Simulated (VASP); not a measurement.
Calculation: r2SCAN meta-GGA, VASP's PBE PAW potentials (set 64) (plane waves; VASP).

VASP input:

POSCAR:
```
MgF2
1
    4.5091775002     0.0000000000     0.0000000000
    0.0000000000     4.5091775002     0.0000000000
    0.0000000000     0.0000000000     2.9734723806
Mg F
2 4
Direct
  1.0000000000   0.0000000000   0.0000000000
  0.5000000000   0.5000000000   0.5000000000
  0.3030487804   0.3030487804   0.0000000000
  0.8030487804   0.1969512196   0.5000000000
  0.1969512196   0.8030487804   0.5000000000
  0.6969512196   0.6969512196   0.0000000000
```

INCAR:
```
ALGO = Normal
EDIFF = 1E-7
EDIFFG = -0.01
ENCUT = 520
IBRION = 2
ISIF = 4
ISMEAR = 0
LASPH = .TRUE.
LCHARG = .FALSE.
LMIXTAU = .TRUE.
LREAL = .FALSE.
LWAVE = .FALSE.
METAGGA = R2SCAN
NELM = 100
NSW = 30
PREC = Accurate
SIGMA = 0.05
SYSTEM = MgF2
```

File KPOINTS:
```
Automatic
0
Gamma
5 5 7
0 0 0
```

POTCAR, in this order: Mg F (PBE.64 set). Program: vasp_std.

Q: What does the run give for the energy per atom (σ→0), band gap (on the k-mesh)?

A: 
The energy per atom (σ→0) is -7.289 eV/atom. The band gap (on the k-mesh) is 8.56 eV.

### OSZICAR
```
...
DAV:   3    -0.437350812016E+02    0.12682E-04   -0.17500E-05   968   0.604E-02    0.112E-02
DAV:   4    -0.437350660542E+02    0.15147E-04   -0.31133E-05   960   0.634E-02    0.312E-03
DAV:   5    -0.437350827439E+02   -0.16690E-04   -0.21478E-05   960   0.578E-02    0.107E-03
DAV:   6    -0.437350875227E+02   -0.47788E-05   -0.44012E-06   992   0.239E-02    0.112E-03
DAV:   7    -0.437350880644E+02   -0.54169E-06   -0.15841E-07   716   0.428E-03    0.313E-04
DAV:   8    -0.437350883461E+02   -0.28167E-06   -0.14220E-07   588   0.460E-03    0.102E-04
DAV:   9    -0.437350883691E+02   -0.22998E-07   -0.15129E-08   508   0.135E-03
   3 F= -.43735088E+02 E0= -.43735088E+02  d E =-.233732E-02
```

The compound is MgF2 in the rutile structure. This cell is one point of a volume scan, at 0.94 of the reference volume. Symmetry was kept, so distortions that lower it aren't found.
